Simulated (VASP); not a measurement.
Crystal: Au.

```
Au
1.0
     0.00000    2.03500    2.03500
     2.03500    0.00000    2.03500
     2.03500    2.03500    0.00000
Au
1
Direct
  0.00000 0.00000 0.00000
```

| Quantity | Value |
| --- | --- |
| Program | VASP 6.6.1 |
| Task | relaxation of cell and atoms |
| Functional | PBE |
| Potentials or basis | VASP PAW PBE potentials, release 64 (Au) |
| Cutoff | 600 eV |
| k mesh | 16 × 16 × 16 |
| Occupations | methfessel-paxton, width 0.1 eV |
| Spin | no spin polarisation |

At the start: pressure 10.6 GPa; volume 16.85 Å³/atom.

Problem. Where does the relaxation end?

Solution. Over 4 steps the energy falls by 33.7 meV/atom and the volume is 17.95 Å³/atom (+6.5 %); space group Fm-3m (No. 225, to 0.05 Å).

Step by step:
| step | energy change (eV) | largest force (eV/Å) | pressure (GPa) | volume (Å³) |
| --- | --- | --- | --- | --- |
| 1 | 0.0000 | 0.0000 | 10.64 | 16.85 |
| 2 | 0.0292 | 0.0000 | -9.95 | 19.74 |
| 3 | -0.0337 | 0.0000 | -0.17 | 17.97 |
| 4 | -0.0337 | 0.0000 | 0.00 | 17.95 |

Final structure:
```
Au
1.0
     0.00000    2.07802    2.07802
     2.07802    0.00000    2.07802
     2.07802    2.07802    0.00000
Au
1
Cartesian
  0.0000 0.0000 0.0000
```
